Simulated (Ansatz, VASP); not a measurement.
# ScSi2: VASP beside Ansatz

```
CELL_PARAMETERS angstrom
3.66000 0.00000 0.00000
-1.83000 3.16965 0.00000
0.00000 0.00000 3.87000
ATOMIC_POSITIONS crystal
Sc 0.00000 0.00000 0.00000
Si 0.25333 0.62667 0.50000
Si 0.74667 0.37333 0.50000
```

Change from the starting cell: shortest bond scaled by 0.76, LAPW.

Alike in both runs: task single point; functional PBE; k mesh 10 × 10 × 8; occupations fermi-dirac, width 0.05 eV; no spin polarisation.

|  | VASP | Ansatz |
| --- | --- | --- |
| version | VASP 6.6.1 | Ansatz 0.2.0 |
| potentials or method | VASP PAW PBE potentials, release 64 (Sc_sv, Si), cutoff 520 eV | all-electron LAPW, scalar-relativistic |

VASP gave:

- pressure (GPa): 59.1
- largest component of the traceless stress (GPa): 68.95
- rms of the force components (eV/Å): 13.457

Task: Estimate Ansatz's values.

Result: Pressure (GPa): 59.1; largest component of the traceless stress (GPa): 69.48; rms of the force components (eV/Å): 13.563.

Atom by atom the forces differ by 0.106 eV/Å (rms over components). Ansatz ran all-electron here, so the differences hold the error of VASP's frozen core and of both bases.

Caveats: so large a pressure means that the cell lies far from this level's equilibrium, or that cutoff or potentials fall short (VASP); forces of over 1 eV/Å show positions far from the minimum, so gaps and moduli don't describe the material at rest.
